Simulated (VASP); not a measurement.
```xyz
2
Lattice="3.2154 0.0000 0.0000 0.0000 3.2154 0.0000 0.0000 0.0000 3.2154" Properties=species:S:1:pos:R:3 pbc="T T T"
In     1.6077     1.6077     1.6077
Pd     0.0000     0.0000     0.0000
```

All values below come from rev-vdW-DF2, VASP's PBE PAW potentials (set 64) (plane waves; VASP). Numerical set-up: 520 eV cut-off, 11×11×11 Γ-centred mesh, first-order Methfessel-Paxton smearing of 0.10 eV, potentials In_d Pd.

Problem. Give the stress tensor in GPa (positive for a compressed cell).

Solution. 
```
8.37  0.00  0.00
0.00  8.37  0.00
0.00  0.00  8.37
```
The pressure is its mean diagonal, 8.37 GPa.

The compound is PdIn in the CsCl type structure. This cell is one point of a volume scan, at 0.94 of the reference volume. The electron count is odd and the run is not spin-polarised, which forces a metal.
